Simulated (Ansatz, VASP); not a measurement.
## ZnCd2N2 in VASP and in Ansatz

INCAR

```
ALGO = Normal ; EDIFF = 1E-7
ENCUT = 520 ; GGA = PE
ISIF = 2 ; ISMEAR = -1
LASPH = True ; LCHARG = False
LREAL = False ; LWAVE = False
NBANDS = 31 ; NELM = 100
PREC = Accurate ; SIGMA = 0.05
```

The input KPOINTS:

```
k-points
0
Gamma
  8 8 4
```

The input POSCAR:

```
ZnCd2N2
1.0
    3.4006576366     -1.9714786562      0.0000000000
    3.4006576366      1.9714786562      0.0000000000
   -2.2745659112      0.0000000000      6.5310990563
Cd Zn N
2 1 2
Direct
    0.7249445000      0.7249445000      0.1725840000
    0.2750555000      0.2750555000      0.8274160000
    0.5000000000      0.5000000000      0.5000000000
    0.5948725000      0.5948725000      0.7843120000
    0.4051275000      0.4051275000      0.2156880000
```

File input.yaml:

```yaml
crystal:
  lattice:
    - [3.4006576366, -1.9714786562, 0.0]
    - [3.4006576366, 1.9714786562, 0.0]
    - [-2.2745659112, 0.0, 6.5310990563]
  atoms:
    - { symbol: Cd, position: [0.7249445, 0.7249445, 0.172584] }
    - { symbol: Cd, position: [0.2750555, 0.2750555, 0.827416] }
    - { symbol: Zn, position: [0.5, 0.5, 0.5] }
    - { symbol: "N", position: [0.5948725, 0.5948725, 0.784312] }
    - { symbol: "N", position: [0.4051275, 0.4051275, 0.215688] }
hamiltonian:
  xc: pbe
  pseudopotentials: { kind: paw }
kpoints:
  mp_grid: { grid: [8, 8, 4] }
scf:
  occupations: { method: fermi_dirac, width: 0.05 }
output:
  forces: true
  stress: true
  eigenvalues: true
  write_density: true
  write_potential: true
  elf: true
  volumetric_format: npy
```

The cell comes from a database or a generator and needn't be the stable form of this composition.

Alike in both runs: task single point; functional PBE; k mesh 8 × 8 × 4; occupations fermi-dirac, width 0.05 eV; no spin polarisation.

```csv
,VASP,Ansatz
version,VASP 6.6.1,Ansatz 0.2.0
potentials or method,"VASP PAW PBE potentials, release 64 (Cd, Zn, N)",Ansatz PAW
plane-wave cutoff (eV),520,420
valence electrons in the cell,46,62
```

|  | VASP | Ansatz | Ansatz less VASP |
| --- | --- | --- | --- |
| gap on the k mesh at the Fermi level (eV) | none | none | - |
| pressure (GPa) | -0.1 | -1.0 | -0.82 |
| largest component of the traceless stress (GPa) | 0.05 | 0.21 | +0.156 |
| rms of the force components (eV/Å) | 0.006 | 0.026 | +0.0206 |

Atom by atom the forces differ by 0.023 eV/Å (rms over components). A gap of «none» marks a metal or a gap that the smearing closes. The two sets of potentials don't hold the same shells in valence.
